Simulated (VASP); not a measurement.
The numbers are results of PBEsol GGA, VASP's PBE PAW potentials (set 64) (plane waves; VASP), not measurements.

VASP ran on this input.

### INCAR
```
SYSTEM = K
PREC = Accurate; ENCUT = 400; LREAL = .False.
LASPH = .True.
EDIFF = 1E-6; NELM = 100; ALGO = Normal
ISMEAR = 1; SIGMA = 0.1
GGA = PS
IBRION = 2; NSW = 60; ISIF = 3
EDIFFG = -0.01
LWAVE = .False.; LCHARG = .False.
```

### POSCAR
```
K
1
   -2.6061491398     2.6061491398     2.6061491398
    2.6061491398    -2.6061491398     2.6061491398
    2.6061491398     2.6061491398    -2.6061491398
K
1
Direct
  0.0000000000   0.0000000000   0.0000000000
```

File KPOINTS:
```
kpoints
0
Gamma
9 9 9
0 0 0
```

POTCAR, in this order: K_sv (PBE.64 set). Program: vasp_std.

Output of the run:

File OUTCAR:
```
 ion  position               nearest neighbor table
   1  0.000  0.000  0.000-
  LATTYP: Found a body centered cubic cell.
 ALAT       =     5.2122982796
 Subroutine PRICEL returns:
 Original cell was already a primitive cell.
 Subroutine GETGRP returns: Found 48 space group operations
The static configuration has the point symmetry O_h .
The dynamic configuration has the point symmetry O_h .
 Subroutine INISYM returns: Found 48 space group operations
 Subroutine IBZKPT returns following result:
 Found     35 irreducible k-points:

 Following reciprocal coordinates:
            Coordinates               Weight
  0.000000  0.000000  0.000000      1.000000
  0.111111  0.000000  0.000000     12.000000
  0.222222  0.000000  0.000000     12.000000
  0.333333  0.000000  0.000000     12.000000
  0.444444  0.000000  0.000000     12.000000
  0.111111  0.111111  0.000000     24.000000
  0.222222  0.111111  0.000000     48.000000
  0.333333  0.111111  0.000000     48.000000
  0.444444  0.111111  0.000000     24.000000
  0.222222  0.222222  0.000000     24.000000
...
```

OSZICAR:
```
       N       E                     dE             d eps       ncg     rms          rms(c)
DAV:   1     0.366408133866E+02    0.36641E+02   -0.32961E+03   560   0.709E+02
DAV:   2    -0.199494365683E-01   -0.36661E+02   -0.36311E+02   560   0.194E+02
DAV:   3    -0.112670040676E+01   -0.11068E+01   -0.11068E+01   896   0.288E+01
DAV:   4    -0.113867625891E+01   -0.11976E-01   -0.11976E-01   872   0.289E+00
DAV:   5    -0.113896377470E+01   -0.28752E-03   -0.28752E-03   936   0.195E-01    0.205E+00
DAV:   6    -0.113692063421E+01    0.20431E-02   -0.36987E-03   936   0.501E-01    0.133E+00
DAV:   7    -0.113643279974E+01    0.48783E-03   -0.65765E-03   824   0.614E-01    0.912E-02
DAV:   8    -0.113643685676E+01   -0.40570E-05   -0.48005E-04   896   0.280E-01    0.314E-02
DAV:   9    -0.113645240106E+01   -0.15544E-04   -0.18576E-05   888   0.446E-02    0.247E-02
DAV:  10    -0.113645076975E+01    0.16313E-05   -0.78381E-06   936   0.246E-02    0.358E-03
DAV:  11    -0.113645051340E+01    0.25635E-06   -0.13962E-07   600   0.397E-03
   1 F= -.11364505E+01 E0= -.11362984E+01  d E =-.113645E+01
```

OUTCAR:
```
------------------------ aborting loop because EDIFF is reached ----------------------------------------
  FORCE on cell =-STRESS in cart. coord.  units (eV):
  Direction    XX          YY          ZZ          XY          YZ          ZX
  --------------------------------------------------------------------------------------
  Total       -0.0037775     -0.0037775     -0.0037775      0.0000000     -0.0000000      0.0000000
  in kB       -0.0854781     -0.0854781     -0.0854781      0.0000000     -0.0000000      0.0000000
  external PRESSURE =      -0.0854781 kB  Pullay stress =       0.0000000 kB
  volume of cell :       70.80
      direct lattice vectors                 reciprocal lattice vectors
    -2.606149140  2.606149140  2.606149140     0.000000000  0.191853947  0.191853947
     2.606149140 -2.606149140  2.606149140     0.191853947  0.000000000  0.191853947
     2.606149140  2.606149140 -2.606149140     0.191853947  0.191853947  0.000000000
 POSITION                                       TOTAL-FORCE (eV/Angst)
 -----------------------------------------------------------------------------------
      0.00000      0.00000      0.00000         0.000000      0.000000     -0.000000
 -----------------------------------------------------------------------------------
    total drift:                               -0.000000     -0.000000      0.000000
  FREE ENERGIE OF THE ION-ELECTRON SYSTEM (eV)
  ---------------------------------------------------
  free  energy   TOTEN  =        -1.1364505134 eV

  energy  without entropy=       -1.1359942193  energy(sigma->0) =       -1.13629842

 reached required accuracy - stopping structural energy minimisation
```
(Selected blocks of OUTCAR.)

The compound is K in the bcc structure. It was relaxed first. The start is the result of an earlier pass.
